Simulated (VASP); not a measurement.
Calculation: PBEsol GGA, VASP's PBE PAW potentials (set 64) (plane waves; VASP).

Input for VASP

**INCAR**
```
SYSTEM = Mn
LMAXMIX = 4   # l cut-off of mixed one-centre charges
PREC = Accurate
LASPH = .TRUE.   # aspherical one-centre terms
LREAL = .FALSE.
ICHARG = 11
LORBIT = 11   # lm-projected
ALGO = Normal
LWAVE = .FALSE.
ISMEAR = 0
EDIFF = 1E-7   # SCF stop (eV)
SIGMA = 0.05
LCHARG = .FALSE.
GGA = PS   # PBEsol
ENCUT = 400
NELM = 100
```

### KPOINTS
```
k-points along high-symmetry lines
15
Line-mode
Reciprocal
  0.000000   0.000000   0.000000 ! GAMMA
  0.500000   0.000000   0.500000 ! X

  0.500000   0.000000   0.500000 ! X
  0.625000   0.250000   0.625000 ! U

  0.375000   0.375000   0.750000 ! K
  0.000000   0.000000   0.000000 ! GAMMA

  0.000000   0.000000   0.000000 ! GAMMA
  0.500000   0.500000   0.500000 ! L

  0.500000   0.500000   0.500000 ! L
  0.500000   0.250000   0.750000 ! W

  0.500000   0.250000   0.750000 ! W
  0.500000   0.000000   0.500000 ! X
```

**POSCAR**
```
Mn
1
    0.0000000000     2.4388704817     2.4388704817
    2.4388704817    -0.0000000000     2.4388704817
    2.4388704817     2.4388704817    -0.0000000000
Mn
2
Direct
  0.7500000000   0.7500000000   0.7500000000
  0.5000000000   0.5000000000   0.5000000000
```

POTCAR, in this order: Mn_pv (PBE.64 set). Program: vasp_std. Read from the step before: CHGCAR.

Output

**OUTCAR**
```
 ion  position               nearest neighbor table
   1  0.750  0.750  0.750-   2 2.11   2 2.11   2 2.11   2 2.11
   2  0.500  0.500  0.500-   1 2.11   1 2.11   1 2.11   1 2.11
  LATTYP: Found a face centered cubic cell.
 ALAT       =     4.8777409634
 Subroutine PRICEL returns:
 Original cell was already a primitive cell.
 Subroutine GETGRP returns: Found 48 space group operations
The static configuration has the point symmetry T_d .
 The point group associated with its full space group is O_h .
The dynamic configuration has the point symmetry T_d .
 Subroutine INISYM returns: Found 48 space group operations
   k-points           NKPTS =     90   k-points in BZ     NKDIM =     90   number of bands    NBANDS=     17
   number of dos      NEDOS =    301   number of ions     NIONS =      2
   total plane-waves  NPLWV =  13824
   dimension x,y,z NGX =    24 NGY =   24 NGZ =   24
   dimension x,y,z NGXF=    48 NGYF=   48 NGZF=   48
   ions per type =               2
   PREC   = accura    normal or accurate (medium, high low for compatibility)
   ISTART =      0    job   : 0-new  1-cont  2-samecut
   ICHARG =     11    charge: 1-file 2-atom 10-const
   ISPIN  =      1    spin polarized calculation?
   LNONCOLLINEAR =      F non collinear calculations
   LSORBIT =      F    spin-orbit coupling
   INIWAV =      1    electr: 0-lowe 1-rand  2-diag
...
```

### OSZICAR
```
       N       E                     dE             d eps       ncg     rms          rms(c)
DAV:   1     0.220645499839E+03    0.22065E+03   -0.15312E+04  3156   0.176E+03
DAV:   2    -0.715324972614E+01   -0.22780E+03   -0.22467E+03  3092   0.458E+02
DAV:   3    -0.161756809897E+02   -0.90224E+01   -0.87918E+01  3657   0.107E+02
DAV:   4    -0.163490391175E+02   -0.17336E+00   -0.17132E+00  3270   0.138E+01
DAV:   5    -0.163520105091E+02   -0.29714E-02   -0.29707E-02  3440   0.197E+00
DAV:   6    -0.163521087070E+02   -0.98198E-04   -0.98198E-04  3336   0.342E-01
DAV:   7    -0.163521129339E+02   -0.42269E-05   -0.42267E-05  3489   0.700E-02
DAV:   8    -0.163521131319E+02   -0.19798E-06   -0.19826E-06  2683   0.147E-02
DAV:   9    -0.163521131409E+02   -0.89235E-08   -0.84954E-08  1734   0.330E-03
   1 F= -.16352113E+02 E0= -.16346781E+02  d E =-.106646E-01
```

**OUTCAR**
```
 val. band max:        6.3567146620   @ k =   0.5357   0.0714   0.5357

 cond. band min:       6.3607410976   @ k =   0.5893   0.1786   0.5893



 k-point     1 :       0.0000    0.0000    0.0000
  band No.  band energies     occupation
      1     -41.4403      2.00000
      2     -41.4403      2.00000
      3     -41.4403      2.00000
      4     -40.6291      2.00000
      5     -40.6291      2.00000
      6     -40.6291      2.00000
      7       0.1091      2.00000
      8       4.0975      2.00000
      9       4.0975      2.00000
     10       4.5863      2.00000
     11       4.5863      2.00000
     12       4.5863      2.00000
     13       6.8115      0.00000
     14       6.8115      0.00000
     15       6.8115      0.00000
     16       8.7468      0.00000
     17       8.7468      0.00000

 k-point     2 :       0.0357    0.0000    0.0357
  band No.  band energies     occupation
      1     -41.4434      2.00000
      2     -41.4434      2.00000
      3     -41.4379      2.00000
      4     -40.6321      2.00000
      5     -40.6261      2.00000
      6     -40.6261      2.00000
      7       0.1452      2.00000
      8       4.0415      2.00000
      9       4.1117      2.00000
     10       4.5900      2.00000
     11       4.5900      2.00000
     12       4.6447      2.00000
     13       6.7631      0.00000
     14       6.8194      0.00000
     15       6.8194      0.00000
     16       8.7321      0.00000
     17       8.7604      0.00000

 k-point     3 :       0.0714    0.0000    0.0714
  band No.  band energies     occupation
      1     -41.4521      2.00000
      2     -41.4521      2.00000
      3     -41.4306      2.00000
      4     -40.6404      2.00000
      5     -40.6173      2.00000
      6     -40.6173      2.00000
      7       0.2531      2.00000
      8       3.9180      2.00000
      9       4.1541      2.00000
     10       4.6005      2.00000
     11       4.6005      2.00000
     12       4.7755      2.00000
...
```

The density is held fixed in this step, so its total energy and stress have no physical meaning.

The structure was generated: Mn was put into the diamond type (Fd-3m), which need not be its known phase. It was relaxed first, which changed the volume by -17 %. The run is not spin-polarised, so no magnetic state was tried.
